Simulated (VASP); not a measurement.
VASP runs on Rh share one base input (PBE GGA, plane waves, VASP's PBE PAW potentials (set 64)) and change the settings named in each case.

**INCAR**
```
ALGO  =  Normal
EDIFF  =  1E-6
ENCUT  =  300
GGA  =  PE
ISIF  =  2
ISMEAR  =  0
LASPH  =  T
LCHARG  =  F
LMAXMIX  =  4
LREAL  =  F
LWAVE  =  F
NELM  =  100
PREC  =  Accurate
SIGMA  =  0.136
SYSTEM  =  Rh
```

File KPOINTS:
```
K-points
0
Gamma
 8 6 1
0 0 0
```

**POSCAR**
```
Rh
1.0
  2.7012470000   0.0000000000   0.0000000000
 -2.7012470000   2.7012470000   0.0000000000
  0.0000000000   0.0000000000  19.7000000000
Rh
4
Cart
  0.0000000000   0.0000000000   8.9000069000
 -1.3506235000   1.3506235000   7.0000010000
  0.0000000000   0.0000000000  12.6999990000
 -1.3506235000   1.3506235000  10.7999931000
```

POTCAR, in this order: Rh_pv (PBE.64 set). Program: vasp_std.

| change | E(σ→0) (eV/atom) | largest force (eV/Å) | −TS (eV) |
|---|---|---|---|
| base run | -6.7124 | 0.464 | -0.0670 |
| GGA = PS | -7.4756 | (withheld) | (withheld) |
| GGA_COMPAT = .FALSE., LNONCOLLINEAR = .TRUE., LSORBIT = .TRUE., MAGMOM = 0.0 0.0 0.0 0.0 0.0 0.0 0.0 0.0 0.0 0.0 0.0 0.0, program vasp_ncl | -6.8727 | 0.463 | -0.0671 |
| KPOINTS 2×1×1 Γ-centred mesh | -6.4561 | 2.629 | -0.1350 |

Q: Fill in the missing entries.

A: 
- GGA = PS, largest force (eV/Å): 0.864
- GGA = PS, −TS (eV): -0.0657

Energies of different potentials or functionals have different zeros.  The cell holds a wide vacuum, so values per volume refer to the whole cell.

Left out are runs that ran out of time, are held back, or changed the cell or the kind of run, fixed moments of cells without a moment, rows past the twelfth, gaps on odd meshes, pressures of charged cells and columns that move by less than the noise.

The cell is a sheet or thin cut with vacuum, built from a generated structure.
